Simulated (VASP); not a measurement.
OSZICAR of a VASP run on NiAl (CsCl type):

### OSZICAR
```
       N       E                     dE             d eps       ncg     rms           ort
DAV:   1     0.325963279793E+02    0.32596E+02   -0.52331E+03   560   0.129E+03
DAV:   2    -0.109895506044E+02   -0.43586E+02   -0.41017E+02   560   0.185E+02
DAV:   3    -0.119418917631E+02   -0.95234E+00   -0.94645E+00   560   0.350E+01
DAV:   4    -0.119559844767E+02   -0.14093E-01   -0.14088E-01   560   0.387E+00
DAV:   5    -0.119563905627E+02   -0.40609E-03   -0.40608E-03   560   0.663E-01
SDA:   6    -0.176049852723E+01    0.10196E+02   -0.40608E-03   560   0.105E+03   0.000E+00
CGA:   7    -0.997783100654E+01   -0.82173E+01   -0.86376E+01   560   0.147E+01  -0.507E+01
CGA:   8    -0.104483270154E+02   -0.47050E+00   -0.48323E+00   560   0.654E+00  -0.832E-01
CGA:   9    -0.105196086737E+02   -0.71282E-01   -0.74812E-01   560   0.349E-01  -0.499E-02
CGA:  10    -0.105335781295E+02   -0.13969E-01   -0.13969E-01   560   0.732E-02   0.255E-05
CGA:  11    -0.105346145292E+02   -0.10364E-02   -0.10375E-02   560   0.230E-02   0.416E-05
CGA:  12    -0.105353326579E+02   -0.71813E-03   -0.71692E-03   560   0.226E-03   0.121E-04
CGA:  13    -0.105354087018E+02   -0.76044E-04   -0.76096E-04   560   0.217E-03  -0.517E-06
CGA:  14    -0.105354435926E+02   -0.34891E-04   -0.34879E-04   560   0.247E-04  -0.318E-07
CGA:  15    -0.105354574270E+02   -0.13834E-04   -0.14324E-04   560   0.109E-04  -0.137E-05
CGA:  16    -0.105354590030E+02   -0.15760E-05   -0.15834E-05   560   0.466E-05   0.717E-07
CGA:  17    -0.105354607692E+02   -0.17662E-05   -0.17485E-05   560   0.939E-06   0.148E-06
CGA:  18    -0.105354613312E+02   -0.56192E-06   -0.58085E-06   560   0.260E-06  -0.565E-07
   1 F= -.10535461E+02 E0= -.10535284E+02  d E =-.532551E-03
```

Task: Which electronic solver shows in the log?

Result: It is blocked Davidson (ALGO = Normal, or the opening steps of other solvers) and then steepest descent (the opening step of the all-band solvers) and then all-band conjugate gradients (ALGO = All or Conjugate). The INCAR had ALGO = All.

Task: How was spin treated?

Result: Without spin polarisation: there is no mag entry.

Task: Can the final energy be trusted as converged?

Result: Self-consistency was reached. It stopped with EDIFF = 1E-6, NELM = 100 (PBE GGA, plane waves, VASP's PBE PAW potentials (set 64)).

The compound is NiAl in the CsCl type structure. The cell was not relaxed at this level. The run is one of a series of settings (ALGO = All against the base run), some of them coarse on purpose. The run is not spin-polarised, so no magnetic state was tried. The electron count is odd and the run is not spin-polarised, which forces a metal.
